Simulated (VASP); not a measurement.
An input for Ansatz (written as the equivalent of a VASP run, and not itself run):

Ansatz 0.2 input:
```yaml
crystal:
  lattice:
    - [1.6234729, -2.8119380, 0.0121760]
    - [1.6234729, 2.8119380, 0.0121760]
    - [0.0390735, 0.0000000, 5.2097935]
  atoms:
    - { symbol: Zn, position: [0.6666670, 0.3333330, 0.5002959] }
    - { symbol: Zn, position: [0.3333330, 0.6666670, 0.0002959] }
    - { symbol: O, position: [0.6666670, 0.3333330, 0.8817041] }
    - { symbol: O, position: [0.3333330, 0.6666670, 0.3817041] }
kpoints:
  mp_grid: { grid: [8, 8, 4] }
hamiltonian:
  xc: r2scan
  pseudopotentials: { kind: paw }
scf:
  occupations: { method: gaussian, width: 0.05 }
  max_iter: 100
output: { forces: true, stress: true, eigenvalues: true }
```

Translate this input to VASP (INCAR, KPOINTS, POSCAR, choice of POTCAR).

Several could match; the one computed here: 
**POSCAR**
```
ZnO
1
    1.6234729095    -2.8119380004     0.0121760468
    1.6234729095     2.8119380004     0.0121760468
    0.0390734516     0.0000000000     5.2097935427
Zn O
2 2
Direct
  0.6666670000   0.3333330000   0.5002958916
  0.3333330000   0.6666670000   0.0002958916
  0.6666670000   0.3333330000   0.8817041084
  0.3333330000   0.6666670000   0.3817041084
```

### KPOINTS
```
Automatic mesh
0
Gamma
8 8 4
```

**INCAR**
```
! general
SYSTEM =ZnO
PREC   =Accurate
ENCUT  =600   ! plane-wave cut-off (eV)
LREAL  =.FALSE.
LASPH  =.TRUE.   ! aspherical one-centre terms

! electronic loop
EDIFF  =1E-7
NELM   =100
ALGO   =Normal   ! blocked Davidson
LMAXMIX=4
LMIXTAU=.TRUE.

! smearing
ISMEAR =0   ! Gaussian
SIGMA  =0.05   ! width (eV)

! functional
METAGGA=R2SCAN

! ions
ISIF   =2   ! forces and stress, cell fixed

! output
LWAVE  =.FALSE.
LCHARG =.FALSE.
```

POTCAR, in this order: Zn O (PBE.64 set). Program: vasp_std.

The two are equivalent in intent, not identical: each code has its own PAW files, so the cut-off isn't converted (ENCUT is set for VASP's; basis.ecutwfc is left out, and Ansatz then takes the one that its files recommend); Ansatz stops its SCF on the density residual and VASP on the energy change (EDIFF).

The compound is ZnO in the wurtzite structure. This cell was strained or had an atom moved on purpose.
